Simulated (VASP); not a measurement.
Output of a VASP run:

File OSZICAR:
```
       N       E                     dE             d eps       ncg     rms          rms(c)
DAV:   1     0.110840375660E+03    0.11084E+03   -0.92049E+03  3638   0.142E+03
DAV:   2    -0.734187165389E+01   -0.11818E+03   -0.11345E+03  3726   0.384E+02
DAV:   3    -0.875379513049E+01   -0.14119E+01   -0.14057E+01  4203   0.477E+01
DAV:   4    -0.876194482178E+01   -0.81497E-02   -0.81489E-02  4013   0.370E+00
DAV:   5    -0.876207074897E+01   -0.12593E-03   -0.12592E-03  4121   0.429E-01    0.120E+01
DAV:   6    -0.816675464798E+01    0.59532E+00   -0.13425E+00  3777   0.174E+01    0.389E+00
DAV:   7    -0.814239771013E+01    0.24357E-01   -0.31916E-02  4239   0.231E+00    0.176E+00
DAV:   8    -0.813742629069E+01    0.49714E-02   -0.49601E-03  3759   0.116E+00    0.244E-01
DAV:   9    -0.813721027822E+01    0.21601E-03   -0.18366E-04  4233   0.229E-01    0.324E-02
DAV:  10    -0.813721620896E+01   -0.59307E-05   -0.29826E-06  3877   0.238E-02    0.405E-03
DAV:  11    -0.813721629896E+01   -0.89996E-07   -0.33084E-07  2190   0.870E-03
   1 F= -.77225521E+01 E0= -.77227805E+01  d E =-.772255E+01
```

**OUTCAR**
```
------------------------ aborting loop because EDIFF is reached ----------------------------------------
  FORCE on cell =-STRESS in cart. coord.  units (eV):
  Direction    XX          YY          ZZ          XY          YZ          ZX
  --------------------------------------------------------------------------------------
  Total        0.3981866      0.3981866      0.3981866      0.0000000     -0.0000000      0.0000000
  in kB       48.0131354     48.0131354     48.0131354      0.0000000     -0.0000000      0.0000000
  external PRESSURE =      -1.9868646 kB  Pullay stress =      50.0000000 kB
  volume of cell :       13.29
      direct lattice vectors                 reciprocal lattice vectors
     0.000000000  1.879904134  1.879904134    -0.265971009  0.265971009  0.265971009
     1.879904134  0.000000000  1.879904134     0.265971009 -0.265971009  0.265971009
     1.879904134  1.879904134  0.000000000     0.265971009  0.265971009 -0.265971009
 POSITION                                       TOTAL-FORCE (eV/Angst)
 -----------------------------------------------------------------------------------
      0.00000      0.00000      0.00000        -0.000000     -0.000000     -0.000000
 -----------------------------------------------------------------------------------
    total drift:                                0.000000      0.000000      0.000000
  FREE ENERGIE OF THE ION-ELECTRON SYSTEM (eV)
  ---------------------------------------------------
  free  energy   TOTEN  =        -8.1372162990 eV

  energy  without entropy=       -8.1379014527  energy(sigma->0) =       -8.13744468
  enthalpy is  TOTEN    =        -7.7225521140 eV   P V=        0.4146641850

 reached required accuracy - stopping structural energy minimisation
```
(Selected blocks of OUTCAR.)

**POSCAR**
```
Rh
1
    0.0000000000     1.8799041342     1.8799041342
    1.8799041342     0.0000000000     1.8799041342
    1.8799041342     1.8799041342     0.0000000000
Rh
1
Direct
  0.0000000000   0.0000000000   0.0000000000
```

Q: Reconstruct the remaining input files.

A: This is not unique; one that fits is the input of the run itself, PBEsol GGA, plane waves, VASP's PBE PAW potentials (set 64).

### KPOINTS
```
Automatic mesh
0
Gamma
17 17 17
0 0 0
```

**INCAR**
```
ALGO  =  Normal
EDIFF  =  1E-6
EDIFFG  =  -0.02
ENCUT  =  500
GGA  =  PS
IBRION  =  2
ISIF  =  3
ISMEAR  =  1
LASPH  =  .TRUE.
LCHARG  =  .FALSE.
LMAXMIX  =  4
LREAL  =  .FALSE.
LWAVE  =  .FALSE.
NELM  =  100
NSW  =  40
PREC  =  Accurate
PSTRESS  =  50
SIGMA  =  0.1
SYSTEM  =  Rh
```

POTCAR, in this order: Rh_pv (PBE.64 set). Program: vasp_std.

The compound is Rh in the fcc structure. It was relaxed first under an external pressure of 5 GPa.
